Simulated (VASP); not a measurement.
Level of theory: r2SCAN meta-GGA, VASP's PBE PAW potentials (set 64) (plane waves; VASP 6.6.1).

A VASP calculation is set up with these files.

INCAR:
```
LMAXMIX = 4   ! l cut-off of mixed one-centre charges
EDIFF = 1E-8   ! SCF stop (eV)
LCHARG = .False.
SYSTEM = BaTiO3
METAGGA = R2SCAN
NELM = 100
IBRION = 1   ! quasi-Newton
LREAL = .False.   ! projection in real space or not
EDIFFG = -0.001   ! ionic stop
SIGMA = 0.05   ! width (eV)
LWAVE = .False.
ENCUT = 520
ALGO = Normal   ! blocked Davidson
ISMEAR = 0   ! Gaussian
NSW = 30
PREC = Accurate
LASPH = .True.
LMIXTAU = .True.
ISIF = 2   ! forces and stress, cell fixed
```

**KPOINTS**
```
Automatic
0
gamma
 5 5 5
```

POSCAR:
```
BaTiO3
1
    3.9907424315     0.0000000000     0.0000000000
    0.0000000000     3.9907424315     0.0000000000
    0.0000000000     0.0000000000     4.1058802247
Ba Ti O
1 1 3
Direct
  0.0000000000   0.0000000000   0.0034453342
  0.5000000000   0.5000000000   0.5215259043
  0.5000000000   0.5000000000   0.9692324867
  1.0000000000   0.5000000000   0.4848981374
  0.5000000000   0.0000000000   0.4848981374
```

POTCAR, in this order: Ba_sv Ti_sv O (PBE.64 set). Program: vasp_std.

Q: Predict the energy per atom (σ→0).

A: 
```yaml
energy per atom (σ→0): -1433.1 kJ/mol of atoms
```

OSZICAR:
```
...
       N       E                     dE             d eps       ncg     rms          rms(c)
DAV:   1    -0.742637556974E+02    0.24907E-05   -0.95479E-04   912   0.201E-01    0.512E-03
DAV:   2    -0.742637594541E+02   -0.37567E-05   -0.22031E-05   992   0.336E-02    0.312E-03
DAV:   3    -0.742637593567E+02    0.97407E-07   -0.95801E-07  1208   0.782E-03    0.164E-03
DAV:   4    -0.742637594138E+02   -0.57161E-07   -0.33347E-07  1024   0.488E-03    0.855E-04
DAV:   5    -0.742637594925E+02   -0.78625E-07   -0.61257E-08   832   0.255E-03    0.286E-04
DAV:   6    -0.742637594913E+02    0.11551E-08   -0.12365E-08   488   0.946E-04
   4 F= -.74263759E+02 E0= -.74263759E+02  d E =-.129898E-05
```

The compound is BaTiO3 in the tetragonal perovskite structure. This run relaxes the ions in a fixed cell. Symmetry was kept, so distortions that lower it aren't found. The start is the result of an earlier pass.
